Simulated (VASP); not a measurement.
```yaml
crystal:
  lattice:
    - [0.00000, 3.08354, 3.08354]
    - [3.08354, 0.00000, 3.08354]
    - [3.08354, 3.08354, 0.00000]
  atoms:
    - { symbol: In, position: [0.00000, 0.00000, 0.00000] }
    - { symbol: As, position: [0.25000, 0.25000, 0.25000] }
```

All values below come from TPSS meta-GGA, VASP's PBE PAW potentials (set 64) (plane waves; VASP). Run with 520 eV cut-off, 10×10×10 Γ-centred mesh, first-order Methfessel-Paxton smearing of 0.10 eV, potentials In_d As.

Task: Give the energy at these volumes per atom, relative to the lowest: 27.48, 28.36, 29.24, 30.11, 30.99 Å³.

Result: 20.4, 5.2, 0.0, 3.1, 13.3 meV/atom. A third-order Birch-Murnaghan fit gives B0 = 50.2 GPa and B0′ = 4.9.

Measured: bulk modulus 58.6 GPa at 0 K (computed value off by -14.4 %), as given by Daniel Mejia-Rodriguez et al., Physical Review B (2018), arXiv:1807.09216 [0 K value with the zero-point phonon effect removed]; a 6.047 Å at 0 K (computed value off by +2.0 %), as given by Daniel Mejia-Rodriguez et al., Physical Review B (2018), arXiv:1807.09216 [static lattice: zero-point anharmonic expansion removed].

The compound is InAs in the zinc blende structure. It was relaxed first, which changed the volume by +5 %.
